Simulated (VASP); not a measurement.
Crystal: InAs.

```
In As
1.0
     0.00000    3.01800    3.01800
     3.01800    0.00000    3.01800
     3.01800    3.01800    0.00000
In As
1 1
Cartesian
  0.0000 0.0000 0.0000
  1.5090 1.5090 1.5090
```

The cell was built by a generator and needn't be a form met in nature.

| Property | Result |
| --- | --- |
| Program | VASP 6.6.1 |
| Task | relaxation of cell and atoms |
| Functional | PBE |
| Potentials or basis | VASP PAW PBE potentials, release 64 (In_d, As) |
| Cutoff | 600 eV |
| k mesh | 10 × 10 × 10 |
| Occupations | gaussian, width 0.03 eV |
| Spin | no spin polarisation |

At the start: pressure 4.4 GPa; volume 27.49 Å³/atom.

Problem. How do energy, volume and symmetry change on relaxing?

Solution. Over 3 steps the energy falls by 27.1 meV/atom and the volume is 29.62 Å³/atom (+7.8 %); space group F-43m (No. 216, to 0.05 Å).

The path:
| step | energy change (eV) | largest force (eV/Å) | pressure (GPa) | volume (Å³) |
| --- | --- | --- | --- | --- |
| 1 | 0.0000 | 0.0000 | 4.37 | 54.98 |
| 2 | -0.0455 | 0.0000 | -1.45 | 61.16 |
| 3 | -0.0543 | 0.0000 | 0.03 | 59.24 |

Final structure:
```xyz
2
Lattice="0.0000 3.0941 3.0941 3.0941 0.0000 3.0941 3.0941 3.0941 0.0000" Properties=species:S:1:pos:R:3 pbc="T T T"
In    0.0000    0.0000    0.0000
As    1.5471    1.5471    1.5471
```
